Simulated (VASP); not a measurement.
Consider the following.

```yaml
crystal:
  lattice:
    - [1.72826, -2.99344, 0.00000]
    - [1.72826, 2.99344, 0.00000]
    - [0.00000, 0.00000, 5.37370]
  atoms:
    - { symbol: Lu, position: [0.33333, 0.66667, 0.25000] }
    - { symbol: Lu, position: [0.66667, 0.33333, 0.75000] }
```

Computed with PBEsol GGA, VASP's PBE PAW potentials (set 64) (plane waves; VASP). Numerical set-up: 400 eV cut-off, 11×11×6 Γ-centred mesh, first-order Methfessel-Paxton smearing of 0.10 eV, potentials Lu_3.

Q: Predict the energy per atom (σ→0), band gap (on the k-mesh) with the smallest direct gap where there is one.

A: 
```
Quantity                                                     Value
------------------------  ----------------------------------------
band gap (on the k-mesh)  none (metal, semimetal or under 0.01 eV)
energy per atom (σ→0)                               -4.875 eV/atom
```

Only differences to runs with the same potentials and settings are physical.

The compound is Lu in the hcp structure. It was relaxed first, which changed the volume by -6 %. The start is the result of an earlier pass.
